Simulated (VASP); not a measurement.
VASP input:

KPOINTS:
```
Automatic mesh
0
Gamma
7 7 7
0 0 0
```

### POSCAR
```
BaTe
1
   -0.0000000000     3.5440213365     3.5440213365
    3.5440213365     0.0000000000     3.5440213365
    3.5440213365     3.5440213365    -0.0000000000
Ba Te
1 1
Direct
  1.0000000000   1.0000000000   0.0000000000
  0.5000000000   0.5000000000   0.5000000000
```

INCAR:
```
SYSTEM = BaTe
PREC = Accurate; ENCUT = 400; LREAL = .FALSE.
LASPH = .TRUE.
EDIFF = 1E-7; NELM = 100; ALGO = Normal
LMAXMIX = 4
ISMEAR = -5
GGA = PE
ISIF = 2
LWAVE = .FALSE.; LCHARG = .TRUE.; LORBIT = 11
NEDOS = 601
```

POTCAR, in this order: Ba_sv Te (PBE.64 set). Program: vasp_std.

**Question.** Write an equivalent input for Ansatz.

**Answer.** One equivalent input (not run):
Ansatz 0.2 input:
```yaml
crystal:
  lattice:
    - [0.0000000, 3.5440213, 3.5440213]
    - [3.5440213, 0.0000000, 3.5440213]
    - [3.5440213, 3.5440213, 0.0000000]
  atoms:
    - { symbol: Ba, position: [1.0000000, 1.0000000, 0.0000000] }
    - { symbol: Te, position: [0.5000000, 0.5000000, 0.5000000] }
kpoints:
  mp_grid: { grid: [7, 7, 7] }
hamiltonian:
  xc: pbe
  pseudopotentials: { kind: paw }
scf:
  occupations: { method: tetrahedron }
  max_iter: 100
output: { forces: true, stress: true, eigenvalues: true }
```
The two are equivalent in intent, not identical: each code has its own PAW files, so the cut-off isn't converted (ENCUT is set for VASP's; basis.ecutwfc is left out, and Ansatz then takes the one that its files recommend); Ansatz stops its SCF on the density residual and VASP on the energy change (EDIFF).

The structure was generated: BaTe was put into the rock salt type (Fm-3m), which need not be its known phase. It was relaxed first, which changed the volume by -20 %.
